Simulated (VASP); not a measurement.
```
CELL_PARAMETERS angstrom
      0.00000     2.57761     2.57761
      2.57761     0.00000     2.57761
      2.57761     2.57761     0.00000
ATOMIC_POSITIONS crystal
  Zr 0.00000 0.00000 0.00000
  O  0.25000 0.25000 0.25000
  O  0.75000 0.75000 0.75000
```

The numbers are results of TPSS meta-GGA, VASP's PBE PAW potentials (set 64) (plane waves; VASP), not measurements. Numerical set-up: 520 eV cut-off, 8×8×8 Γ-centred mesh, Gaussian smearing of 0.050 eV, potentials Zr_sv O.

Give the stress tensor in GPa (positive for a compressed cell).

```
-6.87   0.00   0.00
 0.00  -6.87   0.00
 0.00   0.00  -6.87
```
The pressure is its mean diagonal, -6.87 GPa.

The compound is ZrO2 in the fluorite structure, the high-temperature cubic form, which is unstable at 0 K; the monoclinic form is the stable one. This cell is one point of a volume scan, at 1.03 of the reference volume.
